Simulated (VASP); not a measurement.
```yaml
crystal:
  lattice:
    - [2.92317, 0.00000, 0.00000]
    - [0.00000, 2.92317, 0.00000]
    - [0.00000, 0.00000, 2.92317]
  atoms:
    - { symbol: Al, position: [0.50000, 0.50000, 0.50000] }
    - { symbol: Co, position: [0.00000, 0.00000, 0.00000] }
```

All values below come from revPBE GGA, VASP's PBE PAW potentials (set 64) (plane waves; VASP). Settings: 520 eV cut-off, 13×13×13 Γ-centred mesh, first-order Methfessel-Paxton smearing of 0.10 eV, potentials Al Co.

Estimate the energy per atom (σ→0), pressure, band gap (on the k-mesh) with the smallest direct gap where there is one.

```json
{
  "band gap (on the k-mesh)": "none (metal, semimetal or under 0.01 eV)",
  "energy per atom (σ→0)": "-5.651 eV/atom",
  "pressure": "-88.2 kbar"
}
```

The absolute energy has meaning only against runs of the same code, potentials and settings.

The compound is CoAl in the CsCl type structure. This cell is one point of a volume scan, at 1.06 of the reference volume. The run is not spin-polarised, so no magnetic state was tried.
